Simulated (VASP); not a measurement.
An input for Quantum ESPRESSO's pw.x (written as the equivalent of a VASP run, and not itself run):

```
&CONTROL
  calculation = 'scf'
  pseudo_dir = './pseudo'
  outdir = './out'
  tprnfor = .true.
  tstress = .true.
/
&SYSTEM
  ibrav = 0
  nat = 2
  ntyp = 2
  ecutwfc = 102
  occupations = 'tetrahedra'
  input_dft = 'pbe'
/
&ELECTRONS
  conv_thr = 7.3e-09
  electron_maxstep = 100
/
ATOMIC_SPECIES
  Cd 112.414 Cd.upf
  Se 78.971 Se.upf
CELL_PARAMETERS angstrom
     0.0000000    3.0941686    3.0941686
     3.0941686    0.0000000    3.0941686
     3.0941686    3.0941686    0.0000000
ATOMIC_POSITIONS crystal
  Cd   0.0000000  0.0000000  0.0000000
  Se   0.2500000  0.2500000  0.2500000
K_POINTS automatic
  8 8 8 0 0 0
```

Task: Translate this input to VASP (INCAR, KPOINTS, POSCAR, choice of POTCAR).

Result: This is not unique; one that fits is 
File KPOINTS:
```
Automatic mesh
0
Gamma
8 8 8
0 0 0
```

### POSCAR
```
CdSe
1
    0.0000000000     3.0941686056     3.0941686056
    3.0941686056     0.0000000000     3.0941686056
    3.0941686056     3.0941686056     0.0000000000
Cd Se
1 1
Direct
  0.0000000000   0.0000000000   0.0000000000
  0.2500000000   0.2500000000   0.2500000000
```

### INCAR
```
! general
SYSTEM   =  CdSe
PREC     =  Accurate
ENCUT    =  400
LREAL    =  .False.
LASPH    =  .True.

! electronic loop
EDIFF    =  1E-7
NELM     =  100
ALGO     =  Normal
LMAXMIX  =  4

! smearing
ISMEAR   =  -5

! functional
GGA      =  PE

! ions
ISIF     =  2

! output
LWAVE    =  .False.
LCHARG   =  .True.
LORBIT   =  11
NEDOS    =  601
```

POTCAR, in this order: Cd Se (PBE.64 set). Program: vasp_std.

Limits of the translation: the potentials are each code's own (VASP's PAW set, PseudoDojo norm-conserving files in pw.x), so ENCUT and ecutwfc are chosen apart and not converted; conv_thr bounds pw.x's estimated SCF error, while EDIFF bounds the energy change between steps.

The structure was generated: CdSe was put into the zinc blende type (F-43m), which need not be its known phase. It was relaxed first.
